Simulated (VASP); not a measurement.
Given:

```
CELL_PARAMETERS angstrom
      0.00000     3.66305     3.66305
      3.66305     0.00000     3.66305
      3.66305     3.66305     0.00000
ATOMIC_POSITIONS crystal
  Rb 0.00000 0.00000 0.00000
  Br 0.50000 0.50000 0.50000
```

Computed with RPBE GGA, VASP's PBE PAW potentials (set 64) (plane waves; VASP 6.6.1). Settings: 520 eV cut-off, 6×6×6 Γ-centred mesh, Gaussian smearing of 0.050 eV, potentials Rb_sv Br.

The job: RbBr (rock salt), 2 atoms, RPBE, static run, 520 eV, 6×6×6 Γ-centred mesh. Roughly how much core time does it take on a busy server core?

About 10 core-seconds (one run on a shared machine, a rough figure). It had 16 irreducible k-points, 12 bands, up to 2685 plane waves and 15 electronic steps.

The compound is RbBr in the rock salt structure. This cell is one point of a volume scan, at 1.03 of the reference volume.
